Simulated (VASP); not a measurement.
All values below come from PBEsol GGA, VASP's PBE PAW potentials (set 64) (plane waves; VASP).

Input for VASP

**POSCAR**
```
FePt
2.6858780
  0.9999999262   0.0000000000   0.0000000000
  0.0000000000   0.9999999262   0.0000000000
  0.0000000000   0.0000000000   1.3824062518
Fe Pt
1 1
direct
  0.0000000000   0.0000000000   0.0000000000
  0.5000000000   0.5000000000   0.4865337078
```

INCAR:
```
ALGO=Normal
EDIFF=1E-7
ENCUT=480
GGA=PS
ISIF=2
ISMEAR=1
ISPIN=2
LASPH=T
LCHARG=F
LMAXMIX=6
LORBIT=10
LREAL=F
LWAVE=F
MAGMOM=2.9 0.3
NELM=100
PREC=Accurate
SIGMA=0.1
SYSTEM=FePt
```

KPOINTS:
```
kpoints
0
Gamma
12 12 10
```

POTCAR, in this order: Fe Pt (PBE.64 set). Program: vasp_std.

The run wrote:

### OSZICAR
```
       N       E                     dE             d eps       ncg     rms          rms(c)
DAV:   1     0.864146809410E+02    0.86415E+02   -0.83351E+03 10432   0.125E+03
DAV:   2    -0.147666837702E+02   -0.10118E+03   -0.90646E+02 10311   0.249E+02
DAV:   3    -0.178978279384E+02   -0.31311E+01   -0.30311E+01 12678   0.528E+01
DAV:   4    -0.179295351650E+02   -0.31707E-01   -0.31700E-01 11500   0.456E+00
DAV:   5    -0.179303941980E+02   -0.85903E-03   -0.85902E-03 13652   0.849E-01    0.181E+01
DAV:   6    -0.188709977531E+02   -0.94060E+00   -0.13943E+01 10946   0.841E+01    0.230E+01
DAV:   7    -0.164483242452E+02    0.24227E+01   -0.10503E+01 12860   0.833E+01    0.916E+00
DAV:   8    -0.163639703262E+02    0.84354E-01   -0.54046E-01 12273   0.113E+01    0.460E+00
DAV:   9    -0.162868531260E+02    0.77117E-01   -0.16857E-01 14559   0.840E+00    0.190E+00
DAV:  10    -0.162757037401E+02    0.11149E-01   -0.34364E-02 15249   0.356E+00    0.794E-01
DAV:  11    -0.162753759736E+02    0.32777E-03   -0.49977E-03 14191   0.123E+00    0.326E-01
DAV:  12    -0.162754822763E+02   -0.10630E-03   -0.47740E-04 14026   0.325E-01    0.104E-01
DAV:  13    -0.162754959068E+02   -0.13631E-04   -0.10743E-04 12924   0.127E-01    0.402E-02
DAV:  14    -0.162754898575E+02    0.60493E-05   -0.13003E-05 13934   0.707E-02    0.130E-02
DAV:  15    -0.162754895912E+02    0.26633E-06   -0.12689E-06 14127   0.203E-02    0.500E-03
DAV:  16    -0.162754896420E+02   -0.50820E-07   -0.31559E-07  9176   0.126E-02
   1 F= -.16275490E+02 E0= -.16275200E+02  d E =-.869258E-03  mag=     3.1927
```

**OUTCAR**
```
------------------------ aborting loop because EDIFF is reached ----------------------------------------
  FORCE on cell =-STRESS in cart. coord.  units (eV):
  Direction    XX          YY          ZZ          XY          YZ          ZX
  --------------------------------------------------------------------------------------
  Total        0.0625042      0.0625042      0.0740007      0.0000000      0.0000000      0.0000000
  in kB        3.7387405      3.7387405      4.4264104      0.0000000      0.0000000      0.0000000
  external PRESSURE =       3.9679638 kB  Pullay stress =       0.0000000 kB
  volume of cell :       26.79
      direct lattice vectors                 reciprocal lattice vectors
     2.685877802  0.000000000  0.000000000     0.372317757  0.000000000  0.000000000
     0.000000000  2.685877802  0.000000000     0.000000000  0.372317757  0.000000000
     0.000000000  0.000000000  3.712974539     0.000000000  0.000000000  0.269325844
 POSITION                                       TOTAL-FORCE (eV/Angst)
 -----------------------------------------------------------------------------------
      0.00000      0.00000      0.00000         0.000000      0.000000     -0.460914
      1.34294      1.34294      1.80649         0.000000     -0.000000      0.460914
 -----------------------------------------------------------------------------------
    total drift:                               -0.000000     -0.000000     -0.000035
  FREE ENERGIE OF THE ION-ELECTRON SYSTEM (eV)
  ---------------------------------------------------
  free  energy   TOTEN  =       -16.2754896420 eV

  energy  without entropy=      -16.2746203842  energy(sigma->0) =      -16.27519989

 total charge

# of ion       s       p       d       tot
------------------------------------------
    1        0.423   0.480   6.154   7.057
    2        0.724   0.705   8.064   9.493
--------------------------------------------------
tot          1.147   1.186  14.217  16.550

 magnetization (x)

# of ion       s       p       d       tot
------------------------------------------
    1        0.002  -0.006   2.845   2.842
    2       -0.025  -0.065   0.405   0.315
--------------------------------------------------
tot         -0.023  -0.072   3.251   3.156
```
(Selected blocks of OUTCAR.)

The compound is FePt in the L1_0 structure. This cell was strained or had an atom moved on purpose.
